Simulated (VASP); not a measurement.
```
CELL_PARAMETERS angstrom
      5.74729     0.00000     0.00000
      0.00000     5.74729     0.00000
      0.00000     0.00000     5.74729
ATOMIC_POSITIONS crystal
  Zn 0.00000 0.00000 0.00000
  Cd 0.00000 0.50000 0.50000
  Cd 0.50000 0.00000 0.50000
  Cd 0.50000 0.50000 0.00000
  S  0.76365 0.76365 0.23635
  S  0.76365 0.23635 0.76365
  S  0.23635 0.23635 0.23635
  S  0.23635 0.76365 0.76365
```

Computed with r2SCAN meta-GGA, VASP's PBE PAW potentials (set 64) (plane waves; VASP 6.6.1). Numerical set-up: 400 eV cut-off, 5×5×5 Γ-centred mesh, tetrahedra with Blöchl corrections, potentials Zn Cd S.

Task: Give the energies of bands 27 to 40 at the high-symmetry points, in eV from the valence-band maximum.

Result: 
| band | Γ | X | M | R |
|---|---|---|---|---|
| 27 | -3.85 | -2.50 | -3.44 | -4.51 |
| 28 | -2.03 | -2.40 | -3.44 | -4.51 |
| 29 | -2.03 | -2.40 | -2.25 | -0.93 |
| 30 | -2.03 | -2.36 | -2.25 | -0.93 |
| 31 | -1.87 | -2.31 | -2.09 | -0.93 |
| 32 | -1.87 | -2.15 | -1.85 | -0.72 |
| 33 | -1.87 | -1.16 | -0.88 | -0.72 |
| 34 | 0.00 | -1.16 | -0.88 | -0.72 |
| 35 | 0.00 | -0.89 | -0.87 | -0.57 |
| 36 | 0.00 | -0.89 | -0.48 | -0.57 |
| 37 | 1.75 | 4.12 | 4.44 | 3.33 |
| 38 | 3.88 | 4.13 | 4.97 | 3.54 |
| 39 | 3.88 | 5.21 | 4.97 | 3.54 |
| 40 | 3.88 | 5.23 | 5.06 | 3.54 |

The gap is direct, 1.75 eV, from the valence maximum at Γ to the conduction minimum at Γ.

The structure comes from a computed database's ZnCd3S4 entry (P-43m); how it stands against other phases isn't given here. It was relaxed first.
